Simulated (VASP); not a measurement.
Given:

```
Na
1.0
   -1.59512     1.59512     1.59512
    1.59512    -1.59512     1.59512
    1.59512     1.59512    -1.59512
Na
1
Direct
  0.00000   0.00000   0.00000
```

Calculation: PBE GGA, VASP's PBE PAW potentials (set 64) (plane waves; VASP 6.6.1). Run with 500 eV cut-off, 16×16×16 Γ-centred mesh, first-order Methfessel-Paxton smearing of 0.10 eV, potentials Na_pv.

Energy and stress use the plane-wave basis of the starting cell.

Question: The ions, cell shape and volume at an external pressure of 45.0 GPa are relaxed. What does this cell relax into?

Answer: 
```
Na
1.0
   -1.52621     1.52621     1.52621
    1.52621    -1.52621     1.52621
    1.52621     1.52621    -1.52621
Na
1
Direct
  0.00000   0.00000   0.00000
```
Space group Im-3m (229), at a tolerance of 0.03 Å.

Question: How do energy and volume change from the first to the last step?

Answer: The energy (σ→0) changes by +464.7 meV/atom and the volume by -12.4 %, in 4 ionic steps.

| step | E(σ→0) (eV) | max force (eV/Å) | pressure (GPa) | volume (Å³) |
|---|---|---|---|---|
| 1 | -0.3175 | 0.000 | 29.84 | 16.23 |
| 2 | 0.5824 | 0.000 | 60.28 | 12.89 |
| 3 | 0.1366 | 0.000 | 44.77 | 14.26 |
| 4 | 0.1472 | 0.000 | 45.13 | 14.22 |

The compound is Na in the bcc structure. This run relaxes it under an external pressure of 45 GPa. Symmetry was kept, so distortions that lower it aren't found.
